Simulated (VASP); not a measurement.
OSZICAR of a VASP run on Cd$_{4}$SeTe$_{3}$ (ordered alloy cell):

### OSZICAR
```
       N       E                     dE             d eps       ncg     rms          rms(c)
DAV:   1     0.421356135662E+03    0.42136E+03   -0.28677E+04  3190   0.120E+03
DAV:   2     0.105338032921E+01   -0.42030E+03   -0.41277E+03  3574   0.316E+02
DAV:   3    -0.233676740160E+02   -0.24421E+02   -0.24328E+02  3671   0.767E+01
DAV:   4    -0.237109776176E+02   -0.34330E+00   -0.34298E+00  3848   0.811E+00
DAV:   5    -0.237148234020E+02   -0.38458E-02   -0.38454E-02  3650   0.878E-01    0.116E+01
DAV:   6    -0.226142911831E+02    0.11005E+01   -0.27625E+00  3675   0.129E+01    0.927E+00
DAV:   7    -0.225538543486E+02    0.60437E-01   -0.95117E-01  3377   0.394E+00    0.360E+00
DAV:   8    -0.225445108285E+02    0.93435E-02   -0.10047E-01  3601   0.260E+00    0.854E-01
DAV:   9    -0.225445852207E+02   -0.74392E-04   -0.14538E-02  3384   0.960E-01    0.321E-01
DAV:  10    -0.225445420495E+02    0.43171E-04   -0.10515E-03  3609   0.242E-01    0.172E-01
DAV:  11    -0.225445993404E+02   -0.57291E-04   -0.74195E-04  3349   0.163E-01    0.419E-02
DAV:  12    -0.225445839192E+02    0.15421E-04   -0.14862E-04  3392   0.736E-02    0.156E-02
DAV:  13    -0.225445903215E+02   -0.64024E-05   -0.15562E-05  3513   0.287E-02    0.734E-03
DAV:  14    -0.225445934516E+02   -0.31301E-05   -0.50168E-06  3583   0.936E-03    0.867E-03
DAV:  15    -0.225445931923E+02    0.25931E-06   -0.18023E-06  3595   0.898E-03    0.254E-03
DAV:  16    -0.225445932456E+02   -0.53267E-07   -0.20881E-07  2528   0.285E-03
   1 F= -.22544593E+02 E0= -.22544593E+02  d E =0.000000E+00
```

Which electronic solver shows in the log?

It is blocked Davidson (ALGO = Normal, or the opening steps of other solvers). The INCAR had ALGO = Normal.

Can the final energy be trusted as converged?

The calculation finished and met its thresholds. It stopped with EDIFF = 1E-7, NELM = 100 (PBEsol GGA, plane waves, VASP's PBE PAW potentials (set 64)).

The structure was generated: Cd4SeTe3 was put into an ordered model structure (Amm2), which need not be its known phase. It was relaxed first.
